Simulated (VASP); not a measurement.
An input for Ansatz (written as the equivalent of a VASP run, and not itself run):

Ansatz 0.2 input:
```yaml
crystal:
  lattice:
    - [1.8053168, 1.0422999, 4.3808692]
    - [-1.8053168, 1.0422999, 4.3808692]
    - [0.0000000, -2.0845998, 4.3808692]
  atoms:
    - { symbol: In, position: [0.5000000, 0.5000000, 0.5000000] }
    - { symbol: Hg, position: [1.0000000, 1.0000000, 0.0000000] }
kpoints:
  mp_grid: { grid: [11, 11, 11] }
hamiltonian:
  xc: pbesol
  pseudopotentials: { kind: paw }
scf:
  occupations: { method: methfessel_paxton, width: 0.1 }
  max_iter: 100
relax:
  max_steps: 60
  f_tol: 0.01
  cell: {}
output: { forces: true, stress: true, eigenvalues: true }
```

Translate this input to VASP (INCAR, KPOINTS, POSCAR, choice of POTCAR).

Several could match; the one computed here: 
**POSCAR**
```
InHg
1.0
  1.8053167846   1.0422999047   4.3808692369
 -1.8053167846   1.0422999047   4.3808692369
  0.0000000000  -2.0845998095   4.3808692369
In Hg
1 1
Cartesian
  0.0000000000  -0.0000000001   6.5713038553
  0.0000000000   2.0845998094   8.7617384738
```

**KPOINTS**
```
Automatic
0
Gamma
11 11 11
0 0 0
```

INCAR:
```
SYSTEM = InHg
PREC = Accurate; ENCUT = 400; LREAL = F
LASPH = T
EDIFF = 1E-6; NELM = 100; ALGO = Normal
LMAXMIX = 6
ISMEAR = 1; SIGMA = 0.1
GGA = PS
IBRION = 2; NSW = 60; ISIF = 3
EDIFFG = -0.01
LWAVE = F; LCHARG = F
```

POTCAR, in this order: In_d Hg (PBE.64 set). Program: vasp_std.

What does not carry over: each code has its own PAW files, so the cut-off isn't converted (ENCUT is set for VASP's; basis.ecutwfc is left out, and Ansatz then takes the one that its files recommend); Ansatz stops its SCF on the density residual and VASP on the energy change (EDIFF).

The structure comes from a computed database's InHg entry (R-3m); how it stands against other phases isn't given here. This run relaxes it. Symmetry was kept, so distortions that lower it aren't found. The start is the result of an earlier pass.
